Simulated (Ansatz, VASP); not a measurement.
One calculation of TaOs3, two programs

File INCAR:

```
  ALGO = Normal
  EDIFF = 1E-7
  ENCUT = 520
  GGA = CA
  ISIF = 2
  ISMEAR = 1
  LASPH = T
  LCHARG = F
  LREAL = F
  LWAVE = F
  NBANDS = 26
  NELM = 80
  PREC = Accurate
  SIGMA = 0.05
```

Contents of KPOINTS:

```
k-points
0
Gamma
  9 9 3
```

POSCAR

```
TaOs3
1.0
    2.7876500000      0.0000000000      0.0000000000
   -1.3938200000      2.4141700000      0.0000000000
    0.0000000000      0.0000000000      9.0869900000
Ta Os
1 3
Direct
    0.6666666667      0.3333333333      0.0000000000
    0.6666666667      0.3333333333      0.5000000000
    0.3333333333      0.6666666667      0.2647900000
    0.3333333333      0.6666666667      0.7352100000
```

Input for Ansatz:

```yaml
crystal:
  lattice:
    - [2.78765, 0.0, 0.0]
    - [-1.39382, 2.41417, 0.0]
    - [0.0, 0.0, 9.08699]
  atoms:
    - { symbol: Ta, position: [0.6666666666666666, 0.3333333333333333, 0.0] }
    - { symbol: Os, position: [0.6666666666666666, 0.3333333333333333, 0.5] }
    - { symbol: Os, position: [0.3333333333333333, 0.6666666666666666, 0.26479] }
    - { symbol: Os, position: [0.3333333333333333, 0.6666666666666666, 0.73521] }
kpoints:
  mp_grid:
    grid: [9, 9, 3]
    shift: [0.0, 0.0, 0.0]
hamiltonian:
  xc: lda
scf:
  occupations:
    method: methfessel_paxton
    width: 0.05
output:
  stress: true
```

The cell comes from a database or a generator and needn't be the stable form of this composition.

Alike in both runs: task single point; functional LDA; k mesh 9 × 9 × 3; occupations methfessel-paxton of order 1, width 0.05 eV; no spin polarisation.

|  | VASP | Ansatz |
| --- | --- | --- |
| version | VASP 6.6.1 | Ansatz 0.2.0 |
| potentials or method | VASP PAW LDA potentials, release 64 (Ta_pv, Os) | plane waves, PAW |
| plane-wave cutoff (eV) | 520 | 420 |
| valence electrons in the cell | 35 | 61 |

```tsv
	VASP	Ansatz	Ansatz less VASP
pressure (GPa)	-15.9	-16.5	-0.60
largest component of the traceless stress (GPa)	1.40	1.55	+0.151
```

The two sets of potentials don't hold the same shells in valence.

Caveats: so large a pressure means that the cell lies far from this level's equilibrium, or that cutoff or potentials fall short (VASP). The runs have no spin-orbit coupling, so splittings on Os, Ta are missing.
